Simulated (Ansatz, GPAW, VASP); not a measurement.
**Si: programs and potentials compared**

```xyz
2
Lattice="0.0000 2.7219 2.7219 2.7219 0.0000 2.7219 2.7219 2.7219 0.0000" Properties=species:S:1:pos:R:3 pbc="T T T"
Si    2.7219    2.7219    2.7219
Si    4.0828    4.0828    4.0828
```

Alike in all runs: task single point; functional PBEsol; k mesh 8 × 8 × 8; occupations gaussian, width 0.1 eV; no spin polarisation; no spin-orbit coupling. Pressure is positive in compression and, in plane waves, holds the error of the finite cutoff, which Ansatz's Pulay term estimates and takes out.

```csv
program and potentials,plane-wave cutoff (eV),notes,band gap (eV),pressure (GPa)
"Ansatz, Ansatz PAW",420,"potentials made for PBE, which Ansatz adapts in part; Pulay term of +0.03 GPa included",0.52,-0.51
"Ansatz, all-electron LAPW, scalar-relativistic",-,-,0.52,-0.55
"VASP, PBE PAW files Si, 520 eV",520,potentials made for PBE,?,?
"GPAW, PAW data sets generated for this functional",600,-,0.52,-0.27
```

Estimate from the other rows what the run with VASP, PBE PAW files Si, 520 eV gave.

Band gap 0.51 eV; pressure -0.40 GPa. The other rows, which needn't bracket it: band gap 0.52; pressure -0.55 to -0.27.
